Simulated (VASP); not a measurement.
**CdGeAs2: phonons with PBE**

CdGeAs2:

```
Cd As Ge
1.0
    -2.98887    2.98887    5.66430
     2.98887   -2.98887    5.66430
     2.98887    2.98887   -5.66430
Cd As Ge
2 4 2
Direct
  0.50000 0.50000 0.00000
  0.25000 0.75000 0.50000
  0.09622 0.12500 0.47122
  0.37500 0.90378 0.02878
  0.65378 0.62500 0.52878
  0.87500 0.34622 0.97122
  0.75000 0.25000 0.50000
  0.00000 0.00000 0.00000
```

The cell is a database's computed one.

```json
{"Program": "VASP 6.6.1", "Task": "phonons", "Functional": "PBE", "Potentials or basis": "VASP PAW PBE potentials, release 64 (Cd, As, Ge_d)", "Cutoff": "600 eV", "k mesh": "6 × 6 × 6", "Occupations": "gaussian, width 0.02 eV", "Spin": "no spin polarisation", "Ladder": "gaps", "By perturbation theory": "yes", "Further INCAR settings": "ALGO = Normal; EDIFF = 1e-08; IBRION = 8; NSW = 1"}
```

```json
{
 "Relaxed volume": "26.35 Å³/atom",
 "Relaxed cell": "a = 7.168 Å, b = 7.168 Å, c = 7.168 Å, α = 130.03°, β = 130.03°, γ = 73.35°",
 "Space group after relaxing (to 0.05 Å)": "I-42d (No. 122)",
 "Electronic dielectric tensor (diagonal)": "17.88, 17.88, 24.61",
 "Born charges (mean of the diagonal)": "Cd +2.20; As -2.05; Ge +1.90 e",
 "Highest phonon frequency at Γ, LO-TO splitting left out": "246 cm⁻¹"
}
```

Step by step:
```
step  energy change (eV)  largest force (eV/Å)  pressure (GPa)  volume (Å³)
   1              0.0000                0.1342            2.37       202.41
   2             -0.0559                0.0250           -0.67       213.59
   3             -0.0616                0.0493           -0.01       210.86
   4             -0.0616                0.0477           -0.06       211.03
   5             -0.0620                0.0285           -0.05       210.98
   6             -0.0623                0.0036           -0.04       210.91
   7             -0.0623                0.0007            0.02       210.67
   8             -0.0623                0.0012            0.01       210.70
   9             -0.0623                0.0003            0.01       210.73
  10             -0.0623                0.0022            0.00       210.77
  11             -0.0623                0.0019            0.00       210.77
```

Final structure:
```cif
data_structure
_symmetry_space_group_name_H-M 'P 1'
_symmetry_Int_Tables_number 1
_cell_length_a 7.1681
_cell_length_b 7.1681
_cell_length_c 7.1681
_cell_angle_alpha 130.034
_cell_angle_beta 130.034
_cell_angle_gamma 73.352
_cell_volume 210.77
loop_
_atom_site_label
_atom_site_type_symbol
_atom_site_fract_x
_atom_site_fract_y
_atom_site_fract_z
_atom_site_occupancy
Cd1 Cd 0.50000 0.50000 0.00000 1
Cd2 Cd 0.25000 0.75000 0.50000 1
As1 As 0.09803 0.12500 0.47303 1
As2 As 0.37500 0.90197 0.02697 1
As3 As 0.65197 0.62500 0.52697 1
As4 As 0.87500 0.34803 0.97303 1
Ge1 Ge 0.75000 0.25000 0.50000 1
Ge2 Ge 0.00000 0.00000 0.00000 1
```

Phonon frequencies in cm⁻¹ (negative: imaginary):
```tsv
q point	frequencies
(0.000, 0.000, 0.000)	0 0 0 43 43 65 68 86 86 146 146 173 177 179 184 184 189 190 234 234 234 245 246 246
```

Electronic dielectric tensor:
```
17.88  0.00  0.00
 0.00 17.88  0.00
 0.00  0.00 24.61
```

Born effective charge tensors (e):
atom 1, Cd
```
 2.35 -0.04  0.00
 0.04  2.35  0.00
 0.00  0.00  1.88
```
atom 2, Cd
```
 2.35  0.04  0.00
-0.04  2.35  0.00
 0.00  0.00  1.88
```
atom 3, As
```
-2.11  0.00 -0.07
 0.00 -2.06  0.00
-0.16  0.00 -1.98
```
atom 4, As
```
-2.06  0.00  0.00
 0.00 -2.11  0.07
 0.00  0.16 -1.98
```
atom 5, As
```
-2.11  0.00  0.07
 0.00 -2.06  0.00
 0.16  0.00 -1.98
```
atom 6, As
```
-2.06  0.00  0.00
 0.00 -2.11 -0.07
 0.00 -0.16 -1.98
```
atom 7, Ge
```
 1.81 -0.38  0.00
 0.38  1.81  0.00
 0.00  0.00  2.07
```
atom 8, Ge
```
 1.81  0.38  0.00
-0.38  1.81  0.00
 0.00  0.00  2.07
```

Wall time 82 min on 4 MPI ranks on Intel(R) Xeon(R) 6975P-C (Granite Rapids), with other jobs on the host, peak memory 2.9 GiB a rank.
